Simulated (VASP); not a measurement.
# Cl2: relaxation of the atoms with r2SCAN

The system is Cl2, in a box.

```
Cl
1.0
    10.00000    0.00000    0.00000
     0.00000   10.50000    0.00000
     0.00000    0.00000   11.00000
Cl
2
Direct
  0.50000 0.50000 0.40955
  0.50000 0.50000 0.59045
```

```json
{
 "Program": "VASP 6.6.1",
 "Task": "relaxation of the atoms",
 "Functional": "r2SCAN",
 "Potentials or basis": "VASP PAW PBE potentials, release 64 (Cl)",
 "Cutoff": "520 eV",
 "k mesh": "1 × 1 × 1",
 "Occupations": "gaussian, width 0.02 eV",
 "Spin": "no spin polarisation",
 "Further INCAR settings": "ALGO = Normal; EDIFF = 1e-07; ISYM = 0; IBRION = 2; EDIFFG = -0.005; NSW = 90"
}
```

* Energy gained by relaxing: 0.5 meV/atom
* Ionic steps: 3
* Gap between the frontier levels: 3.55 eV

Forces in eV/Å, atoms in the order of the input:
```
Cl   0.000  0.000 -0.003
Cl   0.000  0.000  0.003
```

Step by step:
| step | energy change (eV) | largest force (eV/Å) | pressure (GPa) |
| --- | --- | --- | --- |
| 1 | 0.0000 | 0.1956 | -0.02 |
| 2 | -0.0002 | 0.1830 | 0.01 |
| 3 | -0.0010 | 0.0027 | 0.00 |

Final structure:
```cif
data_structure
_symmetry_space_group_name_H-M 'P 1'
_symmetry_Int_Tables_number 1
_cell_length_a 10.0000
_cell_length_b 10.5000
_cell_length_c 11.0000
_cell_angle_alpha 90.000
_cell_angle_beta 90.000
_cell_angle_gamma 90.000
_cell_volume 1155.00
loop_
_atom_site_label
_atom_site_type_symbol
_atom_site_fract_x
_atom_site_fract_y
_atom_site_fract_z
_atom_site_occupancy
Cl1 Cl 0.50000 0.50000 0.41000 1
Cl2 Cl 0.50000 0.50000 0.59000 1
```

Levels at points of the mesh, in eV from the valence-band top:
| k point | band 4 | band 5 | band 6 | band 7 | band 8 | band 9 | band 10 | band 11 |
| --- | --- | --- | --- | --- | --- | --- | --- | --- |
| (0.00, 0.00, 0.00) | -2.85 | -2.85 | 0.00 | 0.00 | 3.55 | 7.39 | 8.51 | 8.70 |

It took 5.5 min on 1 thread of Intel(R) Xeon(R) 6975P-C (Granite Rapids), with other jobs on the host, peak memory 1.2 GiB.

Caveat: the PAW data sets were made with another functional, which shifts forces and pressure a little. r2SCAN opens gaps a little over a GGA but as a rule still falls short of measured ones.
